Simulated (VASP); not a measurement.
Calculation: PBE GGA, VASP's PBE PAW potentials (set 64) (plane waves; VASP).

VASP input:

File POSCAR:
```
TiAl
1.0
  2.8300000000   0.0000000000   0.0000000000
  0.0000000000   2.8300000000   0.0000000000
  0.0000000000   0.0000000000   4.0700000000
Ti Al
1 1
Cartesian
  0.0000000000   0.0000000000   0.0000000000
  1.4150000000   1.4150000000   2.0350000000
```

INCAR:
```
SYSTEM=TiAl
PREC=Accurate; ENCUT=400; LREAL=.FALSE.
LASPH=.TRUE.
EDIFF=1E-6; NELM=100; ALGO=Normal
LMAXMIX=4
ISMEAR=1; SIGMA=0.1
GGA=PE
IBRION=2; NSW=40; ISIF=3
EDIFFG=-0.01
LWAVE=.FALSE.; LCHARG=.FALSE.
```

### KPOINTS
```
kpoints
0
gamma
  10 10 7
```

POTCAR, in this order: Ti_sv Al (PBE.64 set). Program: vasp_std.

Output

### OSZICAR
```
       N       E                     dE             d eps       ncg     rms          rms(c)
DAV:   1     0.771468021881E+02    0.77147E+02   -0.66226E+03  1848   0.117E+03
DAV:   2    -0.910163371030E+01   -0.86248E+02   -0.83858E+02  1887   0.300E+02
DAV:   3    -0.138214427552E+02   -0.47198E+01   -0.45592E+01  2790   0.715E+01
DAV:   4    -0.139964864180E+02   -0.17504E+00   -0.17316E+00  2343   0.119E+01
DAV:   5    -0.140037443282E+02   -0.72579E-02   -0.72547E-02  2698   0.217E+00    0.964E+00
DAV:   6    -0.125584420014E+02    0.14453E+01   -0.13128E+01  2246   0.387E+01    0.340E+00
DAV:   7    -0.124013614968E+02    0.15708E+00   -0.12944E+00  2142   0.120E+01    0.189E+00
DAV:   8    -0.123883277505E+02    0.13034E-01   -0.16779E-01  2099   0.443E+00    0.542E-01
DAV:   9    -0.123849021619E+02    0.34256E-02   -0.21832E-02  2084   0.193E+00    0.241E-01
DAV:  10    -0.123853255895E+02   -0.42343E-03   -0.15049E-03  2684   0.449E-01    0.574E-02
DAV:  11    -0.123852644666E+02    0.61123E-04   -0.25599E-04  2086   0.191E-01    0.368E-02
DAV:  12    -0.123852689445E+02   -0.44779E-05   -0.21846E-05  2353   0.571E-02    0.887E-03
DAV:  13    -0.123852687978E+02    0.14672E-06   -0.93464E-07  1601   0.818E-03
   1 F= -.12385269E+02 E0= -.12384426E+02  d E =-.123853E+02
       N       E                     dE             d eps       ncg     rms          rms(c)
DAV:   1    -0.124144850457E+02   -0.29216E-01   -0.61134E-01  2199   0.125E+01    0.148E+00
DAV:   2    -0.123896869262E+02    0.24798E-01   -0.22091E-01  2205   0.589E+00    0.394E-01
DAV:   3    -0.123851361619E+02    0.45508E-02   -0.26503E-02  2172   0.157E+00    0.145E-01
DAV:   4    -0.123852475452E+02   -0.11138E-03   -0.41355E-03  2164   0.563E-01    0.840E-02
DAV:   5    -0.123856071453E+02   -0.35960E-03   -0.48674E-04  2617   0.164E-01    0.481E-02
DAV:   6    -0.123858078049E+02   -0.20066E-03   -0.52584E-04  2859   0.114E-01    0.241E-02
DAV:   7    -0.123858158397E+02   -0.80347E-05   -0.20961E-05  2039   0.403E-02    0.161E-03
DAV:   8    -0.123858157281E+02    0.11156E-06   -0.91705E-07  1346   0.844E-03
   2 F= -.12385816E+02 E0= -.12384979E+02  d E =-.546930E-03
       N       E                     dE             d eps       ncg     rms          rms(c)
DAV:   1    -0.123891126586E+02   -0.32968E-02   -0.65643E-02  2207   0.410E+00    0.493E-01
DAV:   2    -0.123864912434E+02    0.26214E-02   -0.25776E-02  2230   0.199E+00    0.136E-01
DAV:   3    -0.123859151799E+02    0.57606E-03   -0.32620E-03  2200   0.552E-01    0.455E-02
DAV:   4    -0.123859286586E+02   -0.13479E-04   -0.42125E-04  2128   0.174E-01    0.263E-02
DAV:   5    -0.123859662212E+02   -0.37563E-04   -0.56316E-05  2690   0.524E-02    0.177E-02
DAV:   6    -0.123859845852E+02   -0.18364E-04   -0.50368E-05  2844   0.372E-02    0.640E-03
DAV:   7    -0.123859850401E+02   -0.45489E-06   -0.23427E-06  1626   0.120E-02
   3 F= -.12385985E+02 E0= -.12385144E+02  d E =-.716242E-03
       N       E                     dE             d eps       ncg     rms          rms(c)
DAV:   1    -0.123859943776E+02   -0.97924E-05   -0.21266E-04  2191   0.235E-01    0.276E-02
DAV:   2    -0.123859861414E+02    0.82363E-05   -0.83280E-05  2224   0.114E-01    0.763E-03
DAV:   3    -0.123859843828E+02    0.17586E-05   -0.10179E-05  2199   0.307E-02    0.236E-03
DAV:   4    -0.123859843997E+02   -0.16973E-07   -0.13191E-06  1291   0.988E-03
   4 F= -.12385984E+02 E0= -.12385143E+02  d E =-.715602E-03
       N       E                     dE             d eps       ncg     rms          rms(c)
DAV:   1    -0.123866794592E+02   -0.69508E-03   -0.21573E-02  1917   0.242E+00    0.169E-01
DAV:   2    -0.123862494257E+02    0.43003E-03   -0.18018E-03  1957   0.494E-01    0.753E-02
DAV:   3    -0.123861617873E+02    0.87638E-04   -0.26234E-04  2154   0.197E-01    0.356E-02
DAV:   4    -0.123861414760E+02    0.20311E-04   -0.42558E-05  2339   0.769E-02    0.778E-03
DAV:   5    -0.123861406229E+02    0.85309E-06   -0.58166E-06  2070   0.251E-02
   5 F= -.12386141E+02 E0= -.12385284E+02  d E =-.156223E-03
       N       E                     dE             d eps       ncg     rms          rms(c)
DAV:   1    -0.123873866472E+02   -0.12452E-02   -0.46939E-02  1920   0.357E+00    0.249E-01
DAV:   2    -0.123864492050E+02    0.93744E-03   -0.39563E-03  1965   0.732E-01    0.112E-01
DAV:   3    -0.123862575066E+02    0.19170E-03   -0.57703E-04  2160   0.292E-01    0.530E-02
DAV:   4    -0.123862121437E+02    0.45363E-04   -0.93312E-05  2324   0.114E-01    0.113E-02
DAV:   5    -0.123862103742E+02    0.17695E-05   -0.12445E-05  2137   0.369E-02    0.505E-03
DAV:   6    -0.123862100976E+02    0.27659E-06   -0.88247E-07  1244   0.131E-02
   6 F= -.12386210E+02 E0= -.12385340E+02  d E =-.225698E-03
```

OUTCAR:
```
------------------------ aborting loop because EDIFF is reached ----------------------------------------
  FORCE on cell =-STRESS in cart. coord.  units (eV):
  Direction    XX          YY          ZZ          XY          YZ          ZX
  --------------------------------------------------------------------------------------
  Total        0.0044524      0.0044524     -0.0075508      0.0000000     -0.0000000      0.0000000
  in kB        0.2202824      0.2202824     -0.3735722      0.0000000     -0.0000000      0.0000000
  external PRESSURE =       0.0223308 kB  Pullay stress =       0.0000000 kB
  volume of cell :       32.38
      direct lattice vectors                 reciprocal lattice vectors
     2.815394723  0.000000000  0.000000000     0.355189982  0.000000000  0.000000000
     0.000000000  2.815394723 -0.000000000     0.000000000  0.355189982  0.000000000
     0.000000000 -0.000000000  4.085521892     0.000000000  0.000000000  0.244766771
 POSITION                                       TOTAL-FORCE (eV/Angst)
 -----------------------------------------------------------------------------------
      0.00000      0.00000      0.00000         0.000000      0.000000      0.000000
      1.40770      1.40770      2.04276         0.000000     -0.000000      0.000000
 -----------------------------------------------------------------------------------
    total drift:                                0.000000     -0.000000     -0.000000
  FREE ENERGIE OF THE ION-ELECTRON SYSTEM (eV)
  ---------------------------------------------------
  free  energy   TOTEN  =       -12.3862100976 eV

  energy  without entropy=      -12.3836010003  energy(sigma->0) =      -12.38534040

 reached required accuracy - stopping structural energy minimisation
```
(Selected blocks of OUTCAR.)

**CONTCAR**
```
TiAl
   1.00000000000000
     2.8153947226460065    0.0000000000000000    0.0000000000000000
     0.0000000000000000    2.8153947226460065   -0.0000000000000000
     0.0000000000000000   -0.0000000000000000    4.0855218921325260
  Ti              Al
     1     1
Direct
     0.0000000000000000    0.0000000000000000    0.0000000000000000
     0.5000000000000000    0.5000000000000000    0.5000000000000000
```

### OUTCAR
```
 val. band max:        8.3321612732   @ k =   0.2000   0.2000   0.4286

 cond. band min:       8.3485579129   @ k =   0.3000   0.3000   0.2857


 Fermi energy:         8.3431285398

 k-point     1 :       0.0000    0.0000    0.0000
  band No.  band energies     occupation
      1     -48.2690      2.00000
      2     -24.6793      2.00000
      3     -24.2200      2.00000
      4     -24.2200      2.00000
      5      -0.7034      2.00000
      6       6.4650      2.00000
      7       7.5076      2.00000
      8       7.9110      2.00000
      9      10.5211      0.00000
     10      10.5211      0.00000
     11      11.6817      0.00000

 k-point     2 :       0.1000    0.0000    0.0000
  band No.  band energies     occupation
      1     -48.2635      2.00000
      2     -24.6737      2.00000
      3     -24.2677      2.00000
      4     -24.2160      2.00000
      5      -0.5061      2.00000
      6       6.6250      2.00000
      7       7.5798      2.00000
      8       7.7546      2.00000
      9      10.5538      0.00000
     10      10.7211      0.00000
     11      11.4928      0.00000

 k-point     3 :       0.2000    0.0000    0.0000
  band No.  band energies     occupation
      1     -48.2485      2.00000
      2     -24.6590      2.00000
      3     -24.3913      2.00000
      4     -24.2053      2.00000
      5       0.0762      2.00000
      6       7.0200      2.00000
      7       7.3935      2.00000
      8       7.6456      2.00000
      9      10.6409      0.00000
     10      11.0514      0.00000
     11      11.2501      0.00000

 k-point     4 :       0.3000    0.0000    0.0000
  band No.  band energies     occupation
      1     -48.2297      2.00000
      2     -24.6407      2.00000
      3     -24.5415      2.00000
      4     -24.1920      2.00000
      5       1.0170      2.00000
      6       6.9443      2.00000
      7       7.0061      2.00000
      8       7.5917      2.00000
      9      10.5791      0.00000
...
```

The compound is TiAl in the L1_0 structure. This run relaxes it. Symmetry was kept, so distortions that lower it aren't found. The electron count is odd and the run is not spin-polarised, which forces a metal.
